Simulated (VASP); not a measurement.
Given:

```
Ni3Sn
1.0
    0.00000     2.92193     2.92193
    2.92193     0.00000     2.92193
    2.92193     2.92193     0.00000
Ni Sn
3 1
Cartesian
  2.92193   2.92193   2.92193
  1.46096   1.46096   1.46096
  4.38289   4.38289   4.38289
  0.00000   0.00000   0.00000
```

The numbers are results of PBEsol GGA, VASP's PBE PAW potentials (set 64) (plane waves; VASP 6.6.1), not measurements. Settings: 400 eV cut-off, Gaussian smearing of 0.050 eV, potentials Ni Sn_d.

Unless said otherwise, spin-orbit coupling is left out, though it shifts the bands of the heavy elements here.

Estimate the band gap (along the path) with the smallest direct gap where there is one.

```yaml
band gap (along the path): none (metal, semimetal or under 0.01 eV)
```

Total energies compare only between runs with the same potentials, cut-off and functional.

The structure comes from a computed database's Ni3Sn entry (Fm-3m); how it stands against other phases isn't given here. It was relaxed first. The run is not spin-polarised, so no magnetic state was tried.
